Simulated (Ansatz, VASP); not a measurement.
# SnSe in two plane-wave programs

One calculation is typed for both programs; each brings its own data sets. How far apart do they land? The structure shown is the end of the Ansatz relaxation below.

Program: Ansatz 0.2.0. Level of theory: plane waves, with VASP 6.6.1 beside it; single point at PBE with D3(BJ). Results are calculated unless marked as measured.

**1. The starting structure**

It takes space group Pnma (No. 62, orthorhombic). The conventional cell has a = 11.512 Å, b = 4.173 Å, c = 4.371 Å, α = 90.00°, β = 90.00°, γ = 90.00°. Nearest to Sn lie 5 Se at 2.76 to 3.26 Å. Nearest to Se lie 5 Sn at 2.76 to 3.26 Å. Farther neighbours and most contacts between anions are not listed.

**2. Ansatz: relaxation, PBE with D3(BJ)**

Ansatz runs on its PAW soft_1 files.

This run makes the geometry at which the two programs are then compared.

Contents of input.yaml:

```yaml
crystal:
  lattice:
    - [11.511843, 0.0, 0.0]
    - [0.0, 4.173245, 0.0]
    - [0.0, 0.0, 4.371461]
  atoms:
    - { symbol: Sn, position: [0.118593, 0.25, 0.0925598] }
    - { symbol: Sn, position: [0.381407, 0.75, 0.5925598] }
    - { symbol: Sn, position: [0.618593, 0.25, 0.4074402] }
    - { symbol: Sn, position: [0.881407, 0.75, 0.9074402] }
    - { symbol: Se, position: [0.8572655, 0.25, 0.4773824] }
    - { symbol: Se, position: [0.6427345, 0.75, 0.9773824] }
    - { symbol: Se, position: [0.3572655, 0.25, 0.0226176] }
    - { symbol: Se, position: [0.1427345, 0.75, 0.5226176] }
kpoints:
  mp_grid: { grid: [3, 7, 6] }
scf:
  occupations: { method: fermi_dirac, width: 0.02 }
hamiltonian:
  xc: pbe
  pseudopotentials: { kind: paw, azcp: { folder: soft_1 } }
  dispersion: d3bj
basis:
  ecutwfc: 600
output:
  forces: true
  stress: true
relax:
  f_tol: 0.005
  max_steps: 70
  cell: { stress_tol: 0.02, p_target: 0, fix: [a, b, alpha, beta, gamma] }
```

Launch:

```
ansatz run input.yaml --threads 4 --pin off --max-ram 10240MiB --backend cpu --events-out ev --progress --plain --runs-dir out
```

Numbers of over 12 decimals in the logs are rounded to 6 here.

The log of the run:

```text
Engine: ansatz 0.2.0, x86_64-unknown-linux-gnu
Pseudopotentials: kind: paw
Pseudopotential: Sn, paw, valence charge 14, recommended cutoff 420 eV (normal), soft_1/Sn.paw.azcp
Pseudopotential: Se, paw, valence charge 16, recommended cutoff 420 eV (normal), soft_1/Se.paw.azcp
Functional definition: PBE
  parameter kappa = 0.804
  parameter beta = 0.066725
  exchange = pbe_x(kappa = kappa, mu = beta*pi^2/3)
  correlation = pbe_c(beta = beta)
Crystal: 8 atoms, lattice volume = 210.013 Å³
Basis set: ecut = 600 eV, 6997 PW (Γ), exchange–correlation on 192×72×72 points (8 copies of the dense FFT grid, shifted against one another)
Bands: 72, of which v1, the nominal top of the filled ones, is band 60 counted from 1 (59 counted from 0)
Symmetry: 8 space group operations
Space group: Pnma (ITA 62), of the structure as read, at distance tolerance 5.9e-5 Å
k-points: 32 of 126
Non-local potential: Sn, projectors of the file, l = 0: 2, l = 1: 2, l = 2: 2, l = 3: 1
Non-local potential: Se, projectors of the file, l = 0: 2, l = 1: 2, l = 2: 3, l = 3: 1
PAW form: soft (Blöchl's): semilocal exchange-correlation on the pseudo side does not see the compensation charge
PAW one-centre angular grid: Sn, 590 points (default); XC on 64 Gauss nodes
PAW one-centre angular grid: Se, 590 points (default); XC on 64 Gauss nodes
Initial density: superposition of atomic densities (chi_scale 0.1, normalization cell, long waves kept (reshape's long-wave potential 0.02 eV rms))
Initial wavefunctions: pseudopotential atomic-orbital guess
Functional: x = pbe(κ = 0.804, μ = 0.219515), c = pbe(β = 0.066725)
SCF iter   1: F=—  HF=-45980.590641 eV  |F-HF|=—  |Δ(HF+E_count)|=         —  Δρ=2.93e-2  dr2=2.36e0  ethr=3.10e-3  ⟨swp⟩=6.3  Hψ=8584  notcnv=0  defer=1
preconditioner: auto → Resta (q_TF=auto, 2.485 Å⁻¹)  ε∞=2.8  [insulator: Δε(μ)=0.275 eV  Ē_g=17.169 eV  σ=0.020 eV  W_gap=1.00  n_scr=56 (ndim 8)  ℏωp=22.9 eV  f_vac=0.000  D(μ)=0.00/eV (n_scr^D=0)  ε∞_Penn≈2.8]
SCF iter   2: F=—  HF=-45979.986183 eV  |F-HF|=—  |Δ(HF+E_count)|=   6.04e-1  Δρ=1.38e-2  dr2=4.26e-1  ethr=1.97e-3  ⟨swp⟩=3.9  Hψ=4235  notcnv=0  defer=174
SCF iter   3: F=—  HF=-45979.870106 eV  |F-HF|=—  |Δ(HF+E_count)|=   1.16e-1  Δρ=3.10e-3  dr2=1.71e-2  ethr=3.55e-4  ⟨swp⟩=3.8  Hψ=4358  notcnv=0  defer=174
SCF iter   4: F=—  HF=-45979.871222 eV  |F-HF|=—  |Δ(HF+E_count)|=   1.12e-3  Δρ=7.63e-4  dr2=2.07e-3  ethr=1.43e-5  ⟨swp⟩=2.0  Hψ=4260  notcnv=0  defer=174
SCF iter   5: F=—  HF=-45979.871463 eV  |F-HF|=—  |Δ(HF+E_count)|=   2.41e-4  Δρ=2.64e-4  dr2=1.88e-4  ethr=1.73e-6  ⟨swp⟩=2.0  Hψ=4050  notcnv=0  defer=174
SCF iter   6: F=—  HF=-45979.871519 eV  |F-HF|=—  |Δ(HF+E_count)|=   5.55e-5  Δρ=6.52e-5  dr2=8.74e-6  ethr=1.56e-7  ⟨swp⟩=2.0  Hψ=4050  notcnv=0  defer=174
SCF iter   7: F=—  HF=-45979.871573 eV  |F-HF|=—  |Δ(HF+E_count)|=   5.38e-5  Δρ=1.55e-5  dr2=5.05e-7  ethr=7.29e-9  ⟨swp⟩=3.0  Hψ=3584  notcnv=0  defer=174
SCF iter   8: F=-45979.871573 eV  HF=-45979.871573 eV  |F-HF|=2.74e-8  |Δ(HF+E_count)|=   8.59e-7  Δρ=3.32e-6  dr2=2.64e-8  ethr=8.33e-11  ⟨swp⟩=5.1  Hψ=8683  notcnv=0
SCF 1 converged in 8 iterations: F = -45979.871573 eV  dr2 = 2.64e-8
  greatest PAW one-centre occupation: 1.000 electrons in one spin orbital (limit 2), on the Se atom at site 6 (counted from 0), in its partial waves of l = 2
relax step   1: F+E_penalty+E_count = -45979.87157341 eV  Δ(F+E_penalty+E_count) = +0.000e0 eV  max|allowed force component| = 1.864e-3 eV/Å  Δτ_max = 0.0000 Å  P = +0.006 GPa  Ω = 210.013 Å³  fix = [a, b, alpha, beta, gamma]  reactions: a +0.005, b +0.011 GPa  (8 SCF iters, dr2 threshold 1.00e-7 eV, accepted)
Initial density: handed on by an earlier stage of this run
Initial wavefunctions: pseudopotential atomic-orbital guess (no wavefunctions were taken with the density)
iter 1 solved again at ethr=1.73e-7 eV; its pass at ethr=3.10e-3 eV (dr2=2.07e-4 eV) is discarded
SCF iter   1: F=—  HF=-45979.871528 eV  |F-HF|=—  |Δ(HF+E_count)|=         —  Δρ=3.25e-6  dr2=2.61e-8  ethr=1.73e-7  ⟨swp⟩=3.1  Hψ=15601  notcnv=0
eigensolver tolerance schedule: the retry pair's looser diagonalisation over-reported the residual by 7926.21 of it (diagonalisation noise at 0.79 of the residual, at the tolerance the schedule requests for it); recorded, not acted on — ethr = c·dr2/N_el stays at c = 1.0e-1
preconditioner: auto → Resta (q_TF=auto, 2.485 Å⁻¹)  ε∞=2.9  [insulator: Δε(μ)=0.529 eV  Ē_g=16.782 eV  σ=0.020 eV  W_gap=1.00  n_scr=56 (ndim 8)  ℏωp=22.9 eV  f_vac=0.001  D(μ)=0.00/eV (n_scr^D=0)  ε∞_Penn≈2.9]
SCF iter   2: F=—  HF=-45979.871573 eV  |F-HF|=—  |Δ(HF+E_count)|=   4.57e-5  Δρ=2.10e-6  dr2=9.82e-9  ethr=2.18e-11  ⟨swp⟩=3.1  Hψ=4706  notcnv=0
SCF iter   3: F=—  HF=-45979.871573 eV  |F-HF|=—  |Δ(HF+E_count)|=   1.72e-8  Δρ=7.09e-7  dr2=1.52e-9  ethr=8.19e-12  ⟨swp⟩=2.0  Hψ=3584  notcnv=0
SCF iter   4: F=—  HF=-45979.871573 eV  |F-HF|=—  |Δ(HF+E_count)|=  5.31e-10  Δρ=2.43e-7  dr2=1.57e-10  ethr=1.27e-12  ⟨swp⟩=2.0  Hψ=4224  notcnv=0
iter 5 did not close the SCF: its close was put off for the readings that it lacked (scf_convergence_deferred on its scf_iter line)
SCF iter   5: F=-45979.871573 eV  HF=-45979.871573 eV  |F-HF|=7.28e-12  |Δ(HF+E_count)|=  1.89e-10  Δρ=6.50e-8  dr2=1.12e-11  ethr=1.00e-12  ⟨swp⟩=2.0  Hψ=2532  notcnv=0
SCF iter   6: F=-45979.871573 eV  HF=-45979.871573 eV  |F-HF|=1.46e-11  |Δ(HF+E_count)|=  7.28e-12  Δρ=2.65e-8  dr2=1.43e-12  ethr=1.00e-12  ⟨swp⟩=5.0  Hψ=9485  notcnv=0
SCF 2 converged in 6 iterations: F = -45979.871573 eV  dr2 = 1.43e-12
  greatest PAW one-centre occupation: 1.000 electrons in one spin orbital (limit 2), on the Se atom at site 7 (counted from 0), in its partial waves of l = 2
relax step   2: F+E_penalty+E_count = -45979.87157342 eV  Δ(F+E_penalty+E_count) = -9.422e-9 eV  max|allowed force component| = 1.878e-3 eV/Å  Δτ_max = 0.0000 Å  P = +0.006 GPa  Ω = 210.013 Å³  fix = [a, b, alpha, beta, gamma]  reactions: a +0.005, b +0.011 GPa  stress off target by 2.80e-3 GPa on what of the cell is left free  SCF on the basis re-selected at this cell (its energy is not comparable with the rows above)  (6 SCF iters)
basis re-selected at this cell: Δ(F+E_penalty+E_count) = -9.422e-9 eV, ΔP = +0.000 GPa vs the last step (what re-selecting the basis moved, of the pressure what is left beyond the Pulay correction that the steps carried, after the strain that the cell walked since its last selection, with what the two solves' SCF thresholds leave and, on support functions, any second-order correction that the steps lacked; it is no m [...]
SCF converged after 6 iterations
Free energy (F): -45979.871573 eV
Harris-Foulkes:  -45979.871573 eV  (|F-HF|=1.46e-11)
Internal energy: -45979.871573 eV  (E = F + TS)
E sigma→0 (E₀):  -45979.871573 eV
Entropy (-TS):   -0.000000 eV (-0.000 meV/atom)
Fermi energy:    9.397408 eV
--- Per-component energies (eV) ---
  E_band       = -1872.002278
  E_kinetic    = 1109.233309
  E_local      = -14632.221034  (includes V_loc(G=0)·N_el)
  E_nonlocal   = -836.240173
  E_hartree    = 7605.213283
  E_xc         = -844.428157
  E_vxc        = -682.525343  (∫ρ·V_xc dr)
  E_paw        = -25993.900460  (= ΣΔE_a)
  E_vpaw       = -2040.675686  (= ΣTr[D̂ρ^β])
  E_aug_tail   = 0.000164  (compensation charges beyond the density's cutoff)
  E_ewald      = -12384.580590
  E_disp       = -2.947915  (pairwise vdW)
  E_smearing   = -0.000000  (= −TS)
  E_closure    = -0.000000  (closes the sum)
  Σ components = -45979.871573   (vs F -45979.871573, Δ=0.00e0)
--- Forces (eV/Å), atoms counted from 1 ---
  atom   1  Sn     0.00132724    -0.00000000     0.00027527
  atom   2  Sn    -0.00132724    -0.00000000     0.00027527
  atom   3  Sn     0.00132724     0.00000000    -0.00027527
  atom   4  Sn    -0.00132724     0.00000000    -0.00027527
  atom   5  Se     0.00187783    -0.00000000    -0.00039642
  atom   6  Se    -0.00187783    -0.00000000    -0.00039642
  atom   7  Se     0.00187783     0.00000000     0.00039642
  atom   8  Se    -0.00187783     0.00000000     0.00039642
  max |Σ_I F_I| component: 6.51e-19 eV/Å
--- Stress (GPa, compression-positive) ---
        0.004918       0.000000       0.000000
        0.000000       0.010661      -0.000000
        0.000000      -0.000000       0.002798
  P = ⅓ Tr σ = 0.0061 GPa (0.061 kbar)
--- Relaxed structure (1 steps of the walk, 1 accepted, 1 SCFs on fresh bases) ---
  F+E_penalty+E_count = -45979.87157342 eV   max|allowed force component| = 1.878e-3 eV/Å   (the final SCF, on the basis selected at the relaxed cell)
  cell:  # Å, volume = 210.0126 Å³
    - [11.511843, 0.0, 0.0]
    - [0.0, 4.173245, 0.0]
    - [0.0, 0.0, 4.371461]
  atoms:
    - { symbol: Sn, position: [0.118593, 0.25, 0.0925598] }
    - { symbol: Sn, position: [0.381407, 0.75, 0.5925598] }
    - { symbol: Sn, position: [0.618593, 0.25, 0.4074402] }
    - { symbol: Sn, position: [0.881407, 0.75, 0.907440] }
    - { symbol: Se, position: [0.8572655, 0.25, 0.477382] }
    - { symbol: Se, position: [0.6427345, 0.75, 0.9773824] }
    - { symbol: Se, position: [0.357265, 0.25, 0.022618] }
    - { symbol: Se, position: [0.142734, 0.75, 0.5226176] }
```

**3. VASP: single point, PBE with D3(BJ), pair 1**

The same cell, functional, mesh and smearing now go to VASP, with its own data sets.

Lines of VASP's logs that name or quote its potential files are left out, and so is its time.

Contents of INCAR:

```
SYSTEM = SnSe
PREC = Accurate
ENCUT = 500
EDIFF = 1E-06
NELM = 120
ISMEAR = -1
SIGMA = 0.02
LREAL = .FALSE.
ALGO = Normal
GGA = PE
IVDW = 12
NBANDS = 49
LORBIT = 11
LWAVE = .FALSE.
LCHARG = .FALSE.
ISIF = 2
LASPH = .TRUE.
GGA_COMPAT = .FALSE.
EFERMI = MIDGAP
KPAR = 2
```

Contents of POSCAR:

```
SnSe
1.0
   11.5118430000      0.0000000000      0.0000000000
    0.0000000000      4.1732450000      0.0000000000
    0.0000000000      0.0000000000      4.3714610000
Sn Se
4 4
Direct
    0.1185930000      0.2500000000      0.0925598000
    0.3814070000      0.7500000000      0.5925598000
    0.6185930000      0.2500000000      0.4074402000
    0.8814070000      0.7500000000      0.9074402000
    0.8572655000      0.2500000000      0.4773824000
    0.6427345000      0.7500000000      0.9773824000
    0.3572655000      0.2500000000      0.0226176000
    0.1427345000      0.7500000000      0.5226176000
```

Contents of KPOINTS:

```
Automatic mesh
0
Gamma
3 7 6
0 0 0
```

PAW data sets: Sn_d and Se (PBE family, release 64).

Launch:

```
mpirun -np 2 vasp_std
```

The log of the run:

```text
[banner, memory and clock lines left out]
running    2 mpi-ranks, on    1 nodes
 distrk:  each k-point on    1 cores,    2 groups
 distr:  one band on    1 cores,    1 groups

 POSCAR found type information on POSCAR SnSe
 POSCAR found :  2 types and       8 ions
 LDA part: xc-table for (Slater+PW92), standard interpolation
 POSCAR, INCAR and KPOINTS ok, starting setup
 FFT: planning ... GRIDC
 FFT: planning ... GRID_SOFT
 FFT: planning ... GRID
 WAVECAR not read
 entering main loop
       N       E                     dE             d eps       ncg     rms          rms(c)
DAV:   1     0.866368380496E+03    0.86637E+03   -0.36190E+04  3361   0.207E+03
DAV:   2     0.115878475531E+03   -0.75049E+03   -0.72882E+03  3160   0.597E+02
DAV:   3    -0.235082340265E+02   -0.13939E+03   -0.13300E+03  3728   0.202E+02
DAV:   4    -0.331794183142E+02   -0.96712E+01   -0.95215E+01  3701   0.539E+01
DAV:   5    -0.335091711014E+02   -0.32975E+00   -0.32884E+00  3771   0.106E+01    0.646E+00
DAV:   6    -0.327904569629E+02    0.71871E+00   -0.13415E+00  4323   0.576E+00    0.403E+00
DAV:   7    -0.327861699579E+02    0.42870E-02   -0.58285E-01  4093   0.268E+00    0.151E+00
DAV:   8    -0.327830079557E+02    0.31620E-02   -0.63583E-02  4115   0.159E+00    0.331E-01
DAV:   9    -0.327831275511E+02   -0.11960E-03   -0.81238E-03  3964   0.589E-01    0.105E-01
DAV:  10    -0.327832230613E+02   -0.95510E-04   -0.83568E-04  3905   0.145E-01    0.583E-02
DAV:  11    -0.327832840726E+02   -0.61011E-04   -0.26816E-04  4139   0.934E-02    0.202E-02
DAV:  12    -0.327832706809E+02    0.13392E-04   -0.36702E-05  3963   0.329E-02    0.788E-03
DAV:  13    -0.327832709734E+02   -0.29242E-06   -0.60587E-06  3014   0.895E-03
   1 F= -.35730399E+02 E0= -.35730399E+02  d E =-.310016E-07
```

Parts of OUTCAR (step 3):

```text
ion  position               nearest neighbor table
   1  0.119  0.250  0.093-   7 2.76   8 2.82   8 2.82   8 3.26   8 3.26   4 3.53   4 3.53
   2  0.381  0.750  0.593-   8 2.76   7 2.82   7 2.82   7 3.26   7 3.26   3 3.53   3 3.53
   3  0.619  0.250  0.407-   5 2.76   6 2.82   6 2.82   6 3.26   6 3.26   2 3.53   2 3.53
   4  0.881  0.750  0.907-   6 2.76   5 2.82   5 2.82   5 3.26   5 3.26   1 3.53   1 3.53
   5  0.857  0.250  0.477-   3 2.76   4 2.82   4 2.82   4 3.26   4 3.26
   6  0.643  0.750  0.977-   4 2.76   3 2.82   3 2.82   3 3.26   3 3.26
   7  0.357  0.250  0.023-   1 2.76   2 2.82   2 2.82   2 3.26   2 3.26
   8  0.143  0.750  0.523-   2 2.76   1 2.82   1 2.82   1 3.26   1 3.26

  LATTYP: Found a simple orthorhombic cell.
 ALAT       =     4.1732450000
 B/A-ratio  =     1.0474968520
 C/A-ratio  =     2.7584872204

 Subroutine GETGRP returns: Found  8 space group operations
 (whereof  2 operations were pure point group operations)

The static configuration has the point symmetry S_2 .
 The point group associated with its full space group is D_2h.

 Found     32 irreducible k-points:

   k-points           NKPTS =     32   k-points in BZ     NKDIM =     32   number of bands    NBANDS=     49

   dimension x,y,z NGX =    84 NGY =   30 NGZ =   32
   dimension x,y,z NGXF=   168 NGYF=   60 NGZF=   64

   ENCUT  =  500.0 eV  36.75 Ry    6.06 a.u.  20.99  7.61  7.97*2*pi/ulx,y,z

   NELECT =      80.0000    total number of electrons

 k-points in reciprocal lattice and weights: Automatic mesh
   0.00000000  0.00000000  0.00000000       0.008
   0.33333333  0.00000000  0.00000000       0.016
   0.00000000  0.14285714  0.00000000       0.016
   0.33333333  0.14285714  0.00000000       0.032
   0.00000000  0.28571429  0.00000000       0.016
   0.33333333  0.28571429  0.00000000       0.032
   0.00000000  0.42857143  0.00000000       0.016
   0.33333333  0.42857143  0.00000000       0.032
   0.00000000  0.00000000  0.16666667       0.016
[...]
0.00000000  0.42857143  0.50000000       0.016
   0.33333333  0.42857143  0.50000000       0.032

 average (electrostatic) potential at core
       1-101.3352       2-101.3352       3-101.3352       4-101.3352       5 -52.4829
       6 -52.4829       7 -52.4829       8 -52.4829

 E-fermi :   5.9360

 k-point     1 :       0.0000    0.0000    0.0000
  band No.  band energies     occupation
    ...
     36       3.7714      2.00000
     37       4.0044      2.00000
     38       4.3084      2.00000
     39       4.9307      2.00000
     40       5.0640      2.00000
     41       6.1892      0.00001
     42       8.6461      0.00000
     43       8.7982      0.00000
     44       8.8060      0.00000
     45       9.0296      0.00000
    ...

 k-point     2 :       0.3333    0.0000    0.0000
  band No.  band energies     occupation
    ...
     36       3.5391      2.00000
     37       3.6048      2.00000
     38       3.8663      2.00000
     39       5.0132      2.00000
     40       5.0720      2.00000
     41       7.4023      0.00000
     42       8.3848      0.00000
     43       8.4788      0.00000
     44       8.8429      0.00000
     45       9.2941      0.00000
    ...

 k-point     3 :       0.0000    0.1429    0.0000
  band No.  band energies     occupation
    ...
     36       3.8461      2.00000
     37       4.0596      2.00000
     38       4.6912      2.00000
     39       4.9461      2.00000
     40       4.9555      2.00000
     41       6.3573      0.00000
     42       7.8297      0.00000
     43       8.6148      0.00000
     44       8.8976      0.00000
     45       8.9459      0.00000
    ...

 Edisp (eV)   -2.94713

  Total       0.07147     0.06227     0.04447     0.00000    -0.00000     0.00000
  in kB       0.54523     0.47507     0.33928     0.00000    -0.00000     0.00000
  external pressure =        0.45 kB  Pullay stress =        0.00 kB

  energy-cutoff  :      500.00
  volume of cell :      210.01
      direct lattice vectors                 reciprocal lattice vectors
    11.511843000  0.000000000  0.000000000     0.086867064  0.000000000  0.000000000
     0.000000000  4.173245000  0.000000000     0.000000000  0.239621685  0.000000000
     0.000000000  0.000000000  4.371461000     0.000000000  0.000000000  0.228756473

 POSITION                                       TOTAL-FORCE (eV/Angst)
 -----------------------------------------------------------------------------------
      1.36522      1.04331      0.40462        -0.012949     -0.000000     -0.009977
      4.39070      3.12993      2.59035         0.012949      0.000000     -0.009977
      7.12115      1.04331      1.78111        -0.012949      0.000000      0.009977
     10.14662      3.12993      3.96684         0.012949      0.000000      0.009977
      9.86871      1.04331      2.08686         0.011080      0.000000     -0.010480
      7.39906      3.12993      4.27259        -0.011080      0.000000     -0.010480
      4.11278      1.04331      0.09887         0.011080      0.000000      0.010480
      1.64314      3.12993      2.28460        -0.011080      0.000000      0.010480
 -----------------------------------------------------------------------------------
    total drift:                                0.000000      0.000000      0.000000

  FREE ENERGIE OF THE ION-ELECTRON SYSTEM (eV)
  ---------------------------------------------------
  free  energy   TOTEN  =       -35.7303987899 eV

  energy  without entropy=      -35.7303987589  energy(sigma->0) =      -35.73039877

 total charge
# of ion       s       p       d       tot
------------------------------------------
    1        1.349   0.743   9.996  12.088
    2        1.349   0.743   9.996  12.088
    3        1.349   0.743   9.996  12.088
    4        1.349   0.743   9.996  12.088
    5        1.473   2.324   0.026   3.823
    6        1.473   2.324   0.026   3.823
    7        1.473   2.324   0.026   3.823
    8        1.473   2.324   0.026   3.823
--------------------------------------------------
tot         11.291  12.265  40.087  63.644

[... 3 further parts left out ...]
```

The run ends at a pressure of 0.05 GPa, with forces up to 0.016 eV/Å.

**4. Comparison**

Known differences besides the potentials themselves: the data sets hold 120 valence electrons in Ansatz (on its PAW soft_1 files) and 80 in VASP; the cutoff is 600 eV in Ansatz and 500 eV in VASP; Ansatz's pressure holds a Pulay correction, VASP's none. Total energies have different zeros and are not compared.

Compared:

```
              quantity  Ansatz   VASP  difference
        pressure (GPa)    0.01   0.05       -0.04
gap on the k mesh (eV)   0.529  0.518      +0.010
```

At this near-relaxed geometry the largest component of a force difference is 14 meV/Å. A gap on the mesh is an upper bound, since the band edges may lie between its points.

(Part 1 of 2 ends here.)

[Lines on the potential files, build, host, timing and source positions are cut from VASP's logs without a mark.]

[Logs are printed without paths, hosts, clocks, repeated set-up lines and the standing remarks that a program may print on its own settings, such as how far it seeks lower states.]

[Hosts, paths, dates, database ids (printed as entryN), source tags and the programs' standing remarks are cut or masked in the printed files.]
